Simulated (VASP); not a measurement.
Shape and ions are relaxed at each volume.

Data:

```cif
data_Tc2
_chemical_formula_sum 'Tc2'
_space_group_name_H-M_alt 'P63/mmc'
_space_group_IT_number 194
_space_group_name_Hall '-P 6c 2c'
_cell_length_a 2.72828
_cell_length_b 2.72828
_cell_length_c 4.37093
_cell_angle_alpha 90.000
_cell_angle_beta 90.000
_cell_angle_gamma 120.000
loop_
_atom_site_label
_atom_site_type_symbol
_atom_site_symmetry_multiplicity
_atom_site_Wyckoff_symbol
_atom_site_fract_x
_atom_site_fract_y
_atom_site_fract_z
_atom_site_occupancy
Tc1 Tc 2 c 0.33333 0.66667 0.25000 1
```

Computed with SCAN meta-GGA, VASP's PBE PAW potentials (set 64) (plane waves; VASP 6.6.1). Settings: 520 eV cut-off, 15×15×8 Γ-centred mesh, first-order Methfessel-Paxton smearing of 0.10 eV, potentials Tc_pv.

Question: Give the energy at these volumes per atom, relative to the lowest: 13.25, 13.67, 14.09, 14.52, 14.94 Å³.

Answer: 58.5, 13.7, 0.0, 12.7, 47.4 meV/atom. A third-order Birch-Murnaghan fit gives B0 = 331 GPa and B0′ = 4.8.

Measured: bulk modulus 303 GPa at 0 K (computed value off by +9.3 %), as given by Vázquez-Parga, Fernández-Martínez, Viñes, J. Chem. Theory Comput. (2023), doi:10.1021/acs.jctc.3c00612, Supporting … [zero-point energy and finite temperature contributions removed].

The compound is Tc in the hcp structure. It was relaxed first.
